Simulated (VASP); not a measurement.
Method: vdW-DF2, VASP's PBE PAW potentials (set 64) (plane waves; VASP).

VASP ran on this input.

### INCAR
```
! general
SYSTEM    =  Zr
PREC      =  Accurate
ENCUT     =  520
LREAL     =  .False.
LASPH     =  .True.

! electronic loop
EDIFF     =  1E-7
NELM      =  100
ALGO      =  Normal
LMAXMIX   =  4

! smearing
ISMEAR    =  1
SIGMA     =  0.1

! functional
GGA       =  ML
LUSE_VDW  =  .True.
AGGAC     =  0.0
ZAB_VDW   =  -1.8867

! ions
IBRION    =  2
NSW       =  30
ISIF      =  4
EDIFFG    =  -0.01

! output
LWAVE     =  .False.
LCHARG    =  .False.
```

File POSCAR:
```
Zr
1.0
  1.6619719649  -2.8786198261   0.0000000000
  1.6619719649   2.8786198261   0.0000000000
  0.0000000000   0.0000000000   5.3047784462
Zr
2
Cartesian
  1.6619719649   0.9595418611   1.3261946116
  1.6619719649  -0.9595418611   3.9785838347
```

File KPOINTS:
```
kpoints
0
G
  13 13 7
0 0 0
```

POTCAR, in this order: Zr_sv (PBE.64 set). Program: vasp_std.

The resulting files:

### OSZICAR
```
       N       E                     dE             d eps       ncg     rms          rms(c)
DAV:   1     0.223050419621E+03    0.22305E+03   -0.13574E+04  2688   0.147E+03
DAV:   2     0.317136707663E+01   -0.21988E+03   -0.21811E+03  3472   0.409E+02
DAV:   3    -0.105402564776E+02   -0.13712E+02   -0.13618E+02  5112   0.761E+01
DAV:   4    -0.107980210927E+02   -0.25776E+00   -0.25767E+00  2984   0.117E+01
DAV:   5    -0.108058038194E+02   -0.77827E-02   -0.77825E-02  4320   0.136E+00    0.120E+01
DAV:   6    -0.103233529719E+02    0.48245E+00   -0.89415E-01  2760   0.831E+00    0.464E+00
DAV:   7    -0.102489221449E+02    0.74431E-01   -0.53884E-01  3832   0.586E+00    0.106E+00
DAV:   8    -0.102594677937E+02   -0.10546E-01   -0.40516E-02  3520   0.175E+00    0.222E-01
DAV:   9    -0.102595963974E+02   -0.12860E-03   -0.17070E-03  3056   0.429E-01    0.455E-02
DAV:  10    -0.102595378564E+02    0.58541E-04   -0.47603E-05  3952   0.657E-02    0.226E-02
DAV:  11    -0.102595379018E+02   -0.45367E-07   -0.19883E-05  2976   0.484E-02    0.719E-03
DAV:  12    -0.102595387347E+02   -0.83292E-06   -0.56785E-07  3808   0.586E-03    0.400E-03
DAV:  13    -0.102595387144E+02    0.20276E-07   -0.39673E-08  1912   0.256E-03
   1 F= -.10259539E+02 E0= -.10259506E+02  d E =-.102595E+02
       N       E                     dE             d eps       ncg     rms          rms(c)
DAV:   1    -0.102609712722E+02   -0.14325E-02   -0.82441E-02  2688   0.268E+00    0.201E-01
DAV:   2    -0.102600467922E+02    0.92448E-03   -0.25343E-03  3088   0.389E-01    0.968E-02
DAV:   3    -0.102597699194E+02    0.27687E-03   -0.11479E-03  3728   0.231E-01    0.156E-02
DAV:   4    -0.102597707341E+02   -0.81465E-06   -0.20456E-05  3072   0.435E-02    0.751E-03
DAV:   5    -0.102597718894E+02   -0.11553E-05   -0.18023E-06  3720   0.119E-02    0.751E-04
DAV:   6    -0.102597718007E+02    0.88721E-07   -0.31391E-08  2056   0.170E-03
   2 F= -.10259772E+02 E0= -.10259809E+02  d E =-.233086E-03
       N       E                     dE             d eps       ncg     rms          rms(c)
DAV:   1    -0.102602845059E+02   -0.51262E-03   -0.31885E-02  2720   0.167E+00    0.125E-01
DAV:   2    -0.102599263384E+02    0.35817E-03   -0.98125E-04  3056   0.243E-01    0.603E-02
DAV:   3    -0.102598183640E+02    0.10797E-03   -0.44851E-04  3768   0.144E-01    0.977E-03
DAV:   4    -0.102598184550E+02   -0.91006E-07   -0.79251E-06  3056   0.271E-02    0.470E-03
DAV:   5    -0.102598189991E+02   -0.54401E-06   -0.71329E-07  3640   0.744E-03    0.468E-04
DAV:   6    -0.102598189394E+02    0.59648E-07   -0.12898E-08  1792   0.113E-03
   3 F= -.10259819E+02 E0= -.10259899E+02  d E =-.280225E-03
```

File OUTCAR:
```
------------------------ aborting loop because EDIFF is reached ----------------------------------------
  FORCE on cell =-STRESS in cart. coord.  units (eV):
  Direction    XX          YY          ZZ          XY          YZ          ZX
  --------------------------------------------------------------------------------------
  Total       -0.8255538     -0.8255538     -0.8198096      0.0000000      0.0000000      0.0000000
  in kB      -26.0585786    -26.0585776    -25.8772639      0.0000000      0.0000000      0.0000000
  external PRESSURE =     -25.9981400 kB  Pullay stress =       0.0000000 kB
  volume of cell :       50.76
      direct lattice vectors                 reciprocal lattice vectors
     1.658877951 -2.873260840 -0.000000000     0.301408551 -0.174018312  0.000000000
     1.658877951  2.873260840  0.000000000     0.301408551  0.174018312 -0.000000000
     0.000000000  0.000000000  5.324585039     0.000000000 -0.000000000  0.187808063
 POSITION                                       TOTAL-FORCE (eV/Angst)
 -----------------------------------------------------------------------------------
      1.65888      0.95776      1.33115         0.000000      0.000000      0.000000
      1.65888     -0.95776      3.99344        -0.000000     -0.000000     -0.000000
 -----------------------------------------------------------------------------------
    total drift:                               -0.000164      0.001161     -0.000020
  FREE ENERGIE OF THE ION-ELECTRON SYSTEM (eV)
  ---------------------------------------------------
  free  energy   TOTEN  =       -10.2598189394 eV

  energy  without entropy=      -10.2600599658  energy(sigma->0) =      -10.25989928

 reached required accuracy - stopping structural energy minimisation
```
(Selected blocks of OUTCAR.)

**CONTCAR**
```
Zr
   1.00000000000000
     1.6588779507037357   -2.8732608403319522   -0.0000000000000000
     1.6588779507037357    2.8732608403319522    0.0000000000000000
     0.0000000000000000    0.0000000000000000    5.3245850389668243
  Zr
     2
Direct
     0.3333330000000032    0.6666669999999968    0.2500000000000000
     0.6666669999999968    0.3333330000000032    0.7500000000000000
```

The compound is Zr in the hcp structure. This cell is one point of a volume scan, at 1.03 of the reference volume. Symmetry was kept, so distortions that lower it aren't found.
